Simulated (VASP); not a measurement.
All values below come from PBEsol GGA, VASP's PBE PAW potentials (set 64) (plane waves; VASP 6.6.1).

VASP ran on this input.

**KPOINTS**
```
kpoints
0
Gamma
 4 4 4
0 0 0
```

**INCAR**
```
ALGO  =  Normal
EDIFF  =  1E-6
ENCUT  =  400
GGA  =  PS
ISIF  =  2
ISMEAR  =  -1
LASPH  =  .TRUE.
LCHARG  =  .FALSE.
LMAXMIX  =  4
LREAL  =  .FALSE.
LWAVE  =  .FALSE.
NELM  =  100
PREC  =  Accurate
SIGMA  =  0.05
SYSTEM  =  TeO3
```

File POSCAR:
```
TeO3
1
    2.5845850000    -4.4741900000     0.0000000000
    2.5845850000     4.4741900000     0.0000000000
   -1.6380010000     0.0000000000     4.8020610000
Te O
2 6
Direct
  0.1664500000   0.8335500000   0.0000000000
  0.8335500000   0.1664500000   0.0000000000
  0.0503100000   0.4290900000   0.7758400000
  0.9496900000   0.5709100000   0.2241600000
  0.5709100000   0.9496900000   0.2241600000
  0.4290900000   0.0503100000   0.7758400000
  0.1912600000   0.1912600000   0.2256400000
  0.8087400000   0.8087400000   0.7743600000
```

POTCAR, in this order: Te O (PBE.64 set). Program: vasp_std.

At this cut-off the stress carries a Pulay error, which pulls relaxed volumes low.

### Question
What does the run give for the energy per atom (σ→0), pressure, largest force?

### Answer

```
Quantity                        Value
---------------------  --------------
energy per atom (σ→0)  -5.672 eV/atom
pressure                    -1.24 GPa
largest force              0.478 eV/Å
```

OSZICAR:
```
...
DAV:   8    -0.453867729427E+02    0.80605E-01   -0.10682E-01  1697   0.223E+00    0.266E+00
DAV:   9    -0.453773222056E+02    0.94507E-02   -0.19575E-02  1776   0.101E+00    0.566E-01
DAV:  10    -0.453778600446E+02   -0.53784E-03   -0.23945E-03  1617   0.295E-01    0.284E-01
DAV:  11    -0.453778608046E+02   -0.75996E-06   -0.34413E-04  1640   0.131E-01    0.906E-02
DAV:  12    -0.453778790362E+02   -0.18232E-04   -0.10799E-04  1612   0.622E-02    0.360E-02
DAV:  13    -0.453778818314E+02   -0.27952E-05   -0.59664E-06  1624   0.170E-02    0.144E-02
DAV:  14    -0.453778827030E+02   -0.87163E-06   -0.12965E-06  1097   0.762E-03
   1 F= -.45377883E+02 E0= -.45377883E+02  d E =-.323399E-10
```

The structure comes from a computed database's TeO3 entry; how it stands against other phases isn't given here. The cell was not relaxed at this level.
